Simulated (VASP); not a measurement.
Input:

```
CELL_PARAMETERS angstrom
     -1.87062     1.87062     4.52925
      1.87062    -1.87062     4.52925
      1.87062     1.87062    -4.52925
ATOMIC_POSITIONS crystal
  Ca 0.00000 0.00000 0.00000
  Pd 0.75000 0.25000 0.50000
  Pd 0.25000 0.75000 0.50000
```

Level of theory: PBEsol GGA, VASP's PBE PAW potentials (set 64) (plane waves; VASP). Numerical set-up: 400 eV cut-off, Gaussian smearing of 0.050 eV, potentials Ca_sv Pd.

**Question.** Give the energies of bands 5 to 18 at the high-symmetry points, in eV from the Fermi level.

**Answer.** 
| band | Γ | X | P | N | M | S | R |
|---|---|---|---|---|---|---|---|
| 5 | -5.54 | -3.84 | -3.79 | -3.23 | -4.82 | -3.38 | -3.89 |
| 6 | -4.31 | -3.83 | -3.79 | -2.91 | -4.53 | -3.07 | -3.72 |
| 7 | -4.29 | -3.76 | -3.65 | -2.63 | -4.27 | -3.03 | -3.49 |
| 8 | -3.70 | -3.34 | -3.58 | -2.61 | -3.12 | -2.75 | -3.33 |
| 9 | -2.87 | -2.09 | -2.10 | -2.51 | -3.12 | -2.66 | -2.10 |
| 10 | -2.87 | -2.09 | -2.10 | -2.48 | -2.17 | -2.42 | -2.08 |
| 11 | -1.32 | -1.55 | -1.51 | -2.40 | -2.07 | -2.40 | -2.02 |
| 12 | -1.09 | -1.50 | -1.51 | -2.20 | -2.02 | -1.94 | -1.47 |
| 13 | -1.09 | -0.82 | -0.81 | -2.06 | -1.00 | -1.77 | -1.04 |
| 14 | -0.08 | -0.77 | -0.77 | -1.96 | -1.00 | -1.74 | -0.83 |
| 15 | 0.98 | -0.14 | 0.51 | -1.03 | -0.07 | -1.01 | 0.39 |
| 16 | 1.97 | 1.79 | 0.83 | -0.64 | 0.98 | -0.12 | 0.53 |
| 17 | 2.64 | 2.62 | 2.78 | 1.73 | 3.42 | 0.89 | 2.58 |
| 18 | 2.76 | 3.21 | 2.78 | 3.77 | 4.17 | 4.30 | 2.93 |

It has no gap at this level: it comes out as a metal or semimetal.

The structure comes from a computed database's CaPd2 entry (I4/mmm); how it stands against other phases isn't given here. It was relaxed first, which changed the volume by -6 %.
